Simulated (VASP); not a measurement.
Method: PBE GGA, VASP's PBE PAW potentials (set 64) (plane waves; VASP).

Input for VASP

INCAR:
```
# general
SYSTEM  = BiP
PREC    = Accurate
ENCUT   = 300
LREAL   = .FALSE.   # projection in real space or not
LASPH   = .TRUE.   # aspherical one-centre terms

# electronic loop
EDIFF   = 1E-6   # SCF stop (eV)
NELM    = 100   # most electronic steps
ALGO    = Normal
LMAXMIX = 4

# smearing
ISMEAR  = 0   # Gaussian
SIGMA   = 0.2   # width (eV)

# functional
GGA     = PE   # PBE

# ions
ISIF    = 2

# output
LWAVE   = .FALSE.
LCHARG  = .FALSE.
```

POSCAR:
```
BiP
1
    3.3476400000     0.0000000000     0.0000000000
    0.0000000000     3.3476400000     0.0000000000
    0.0000000000     0.0000000000     3.3476400000
Bi P
1 1
Direct
  0.0000000000   0.0000000000   0.0000000000
  0.5000000000   0.5000000000   0.5000000000
```

File KPOINTS:
```
Regular mesh
0
Gamma
 5 5 5
0 0 0
```

POTCAR, in this order: Bi_d P (PBE.64 set). Program: vasp_std.

The resulting files:

OUTCAR:
```
 ion  position               nearest neighbor table
   1  0.000  0.000  0.000-   2 2.90   2 2.90   2 2.90   2 2.90   2 2.90   2 2.90   2 2.90   2 2.90
  LATTYP: Found a simple cubic cell.
 ALAT       =     3.3476400000
 Subroutine PRICEL returns:
 Original cell was already a primitive cell.
 Subroutine GETGRP returns: Found 48 space group operations
The static configuration has the point symmetry O_h .
The dynamic configuration has the point symmetry O_h .
 Subroutine INISYM returns: Found 48 space group operations
 Subroutine IBZKPT returns following result:
 Found     10 irreducible k-points:

 Following reciprocal coordinates:
            Coordinates               Weight
  0.000000  0.000000  0.000000      1.000000
  0.200000  0.000000  0.000000      6.000000
  0.400000  0.000000  0.000000      6.000000
  0.200000  0.200000  0.000000     12.000000
  0.400000  0.200000  0.000000     24.000000
  0.400000  0.400000  0.000000     12.000000
  0.200000  0.200000  0.200000      8.000000
  0.400000  0.200000  0.200000     24.000000
  0.400000  0.400000  0.200000     24.000000
  0.400000  0.400000  0.400000      8.000000
   k-points           NKPTS =     10   k-points in BZ     NKDIM =     10   number of bands    NBANDS=     14
   number of dos      NEDOS =    301   number of ions     NIONS =      2
   total plane-waves  NPLWV =   8000
   dimension x,y,z NGX =    20 NGY =   20 NGZ =   20
   dimension x,y,z NGXF=    40 NGYF=   40 NGZF=   40
   ions per type =               1   1
   PREC   = accura    normal or accurate (medium, high low for compatibility)
   ISTART =      0    job   : 0-new  1-cont  2-samecut
   ICHARG =      2    charge: 1-file 2-atom 10-const
   ISPIN  =      1    spin polarized calculation?
   LNONCOLLINEAR =      F non collinear calculations
   LSORBIT =      F    spin-orbit coupling
   INIWAV =      1    electr: 0-lowe 1-rand  2-diag
   ENCUT  =  300.0 eV  22.05 Ry    4.70 a.u.   4.73  4.73  4.73*2*pi/ulx,y,z
   NELM   =    100;   NELMIN=  2; NELMDL= -5     # of ELM steps
...
```

### OSZICAR
```
       N       E                     dE             d eps       ncg     rms          rms(c)
DAV:   1     0.121552669841E+03    0.12155E+03   -0.78201E+03   292   0.119E+03
DAV:   2    -0.135511902768E+01   -0.12291E+03   -0.12143E+03   316   0.333E+02
DAV:   3    -0.800297155743E+01   -0.66479E+01   -0.66190E+01   358   0.818E+01
DAV:   4    -0.810310745020E+01   -0.10014E+00   -0.10011E+00   360   0.103E+01
DAV:   5    -0.810586285688E+01   -0.27554E-02   -0.27554E-02   352   0.142E+00    0.405E+00
DAV:   6    -0.777841777559E+01    0.32745E+00   -0.10813E+00   388   0.778E+00    0.237E+00
DAV:   7    -0.777882164284E+01   -0.40387E-03   -0.91778E-02   322   0.167E+00    0.131E+00
DAV:   8    -0.777644978519E+01    0.23719E-02   -0.81972E-03   322   0.109E+00    0.103E-01
DAV:   9    -0.777603230617E+01    0.41748E-03   -0.16356E-03   412   0.379E-01    0.666E-02
DAV:  10    -0.777604241787E+01   -0.10112E-04   -0.20186E-04   322   0.141E-01    0.266E-02
DAV:  11    -0.777604063624E+01    0.17816E-05   -0.20875E-05   370   0.470E-02    0.540E-03
DAV:  12    -0.777604016221E+01    0.47403E-06   -0.93670E-07   200   0.111E-02
   1 F= -.77760402E+01 E0= -.77537764E+01  d E =-.445275E-01
```

**OUTCAR**
```
------------------------ aborting loop because EDIFF is reached ----------------------------------------
  FORCE on cell =-STRESS in cart. coord.  units (eV):
  Direction    XX          YY          ZZ          XY          YZ          ZX
  --------------------------------------------------------------------------------------
  Total        5.5504004      5.5504004      5.5504004     -0.0000000     -0.0000000      0.0000000
  in kB      237.0383678    237.0383678    237.0383678     -0.0000000     -0.0000000      0.0000000
  external PRESSURE =     237.0383678 kB  Pullay stress =       0.0000000 kB
  volume of cell :       37.52
      direct lattice vectors                 reciprocal lattice vectors
     3.347640000  0.000000000  0.000000000     0.298717903  0.000000000  0.000000000
     0.000000000  3.347640000  0.000000000     0.000000000  0.298717903  0.000000000
     0.000000000  0.000000000  3.347640000     0.000000000  0.000000000  0.298717903
 POSITION                                       TOTAL-FORCE (eV/Angst)
 -----------------------------------------------------------------------------------
      0.00000      0.00000      0.00000         0.000000      0.000000      0.000000
      1.67382      1.67382      1.67382         0.000000      0.000000      0.000000
 -----------------------------------------------------------------------------------
    total drift:                                0.000000      0.000000      0.000000
  FREE ENERGIE OF THE ION-ELECTRON SYSTEM (eV)
  ---------------------------------------------------
  free  energy   TOTEN  =        -7.7760401622 eV

  energy  without entropy=       -7.7315126892  energy(sigma->0) =       -7.75377643
```
(Selected blocks of OUTCAR.)

At this cut-off the stress carries a Pulay error, which pulls relaxed volumes low.

The structure was generated: BiP was put into an ordered model structure, which need not be its known phase. The cell was not relaxed at this level, and its volume differs by -5.9 % from the start's. The k-mesh is coarse (spacing up to 0.38 per Å, 2π included), so the numbers may not be converged in it.
